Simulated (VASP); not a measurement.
Energy against volume of Mg (hcp). Method: PBEsol GGA, VASP's PBE PAW potentials (set 64) (plane waves; VASP). Numerical set-up: 520 eV cut-off, 13×13×7 Γ-centred mesh, first-order Methfessel-Paxton smearing of 0.10 eV, potentials Mg.

Shape and ions are relaxed at each volume.

```csv
V (Å³/atom),E (eV/atom)
21.100,-1.70783
21.774,-1.71610
22.447,-1.71877
23.120,-1.71666
```

Question: Fit these four points and predict the energy of the run at 23.794 Å³/atom.

Answer: A cubic in V^(−2/3), the third-order Birch-Murnaghan form, passes through the four points with V0 = 22.47 Å³/atom and B0 = 38 GPa, and gives -1.7104 eV/atom there. The run gave -1.7105 eV/atom, -0.1 meV/atom from the fit; all five points give B0 = 38 GPa.

The compound is Mg in the hcp structure. It was relaxed first.
